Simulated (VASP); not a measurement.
## CuAu: equilibrium volume by level of theory

The structure is tetragonal, space group P4/mmm (No. 123). Conventional cell: a = 2.851 Å, b = 2.851 Å, c = 3.582 Å, α = 90.00°, β = 90.00°, γ = 90.00°. Cu (site symmetry 4/mmm) has 8 Au at 2.70 Å and 4 Cu at 2.85 Å as nearest neighbours. Around Au (site symmetry 4/mmm) lie 8 Cu at 2.70 Å and 4 Au at 2.85 Å.

The cell comes from a database or a generator and needn't be the stable form of this composition.

```tsv
rung	level	program and potentials	cutoff (eV)	k mesh	smearing	equilibrium volume (Å³/atom)	notes
LDA	LDA	VASP, LDA PAW files Au, Cu, 600 eV	600	14 × 14 × 12	gaussian 0.1	13.83	-
GGA	PBE	VASP, PBE PAW files Au, Cu, 600 eV	600	14 × 14 × 12	gaussian 0.1	15.00	-
GGA + dispersion	PBE+D3(BJ)	VASP, PBE PAW files Au, Cu, 600 eV	600	14 × 14 × 12	gaussian 0.1	14.34	-
GGA	PBEsol	VASP, PBE PAW files Au, Cu, 580 eV	580	14 × 14 × 12	gaussian 0.1	14.23	potentials made for PBE
GGA	PBEsol	VASP, PBE PAW files Au, Cu, 600 eV	600	14 × 14 × 12	gaussian 0.1	14.23	potentials made for PBE
GGA	PBEsol	VASP, PBE PAW files Au, Cu, 600 eV	600	6 × 6 × 4	gaussian 0.1	14.15	coarse mesh; potentials made for PBE
GGA	RPBE	VASP, PBE PAW files Au, Cu, 600 eV	600	14 × 14 × 12	gaussian 0.1	15.49	potentials made for PBE
```

Task: relaxation of cell and atoms. All rows: no spin polarisation. Smearing widths are in eV. For a metal such meshes aren't converged. Meshes differ between rows, which moves values too. Meshes are those of the run's cell of 2 atoms unless a note names another. Relaxations start from the cell shown or near it and stop with a little pressure left. Runs on faulty files, with rough fits or with known faults for this quantity aren't shown. No row holds spin-orbit coupling.

By rung: LDA 13.83; GGA 14.23 to 15.49; GGA + dispersion 14.34; GGA on coarse meshes 14.15 (Å³/atom).
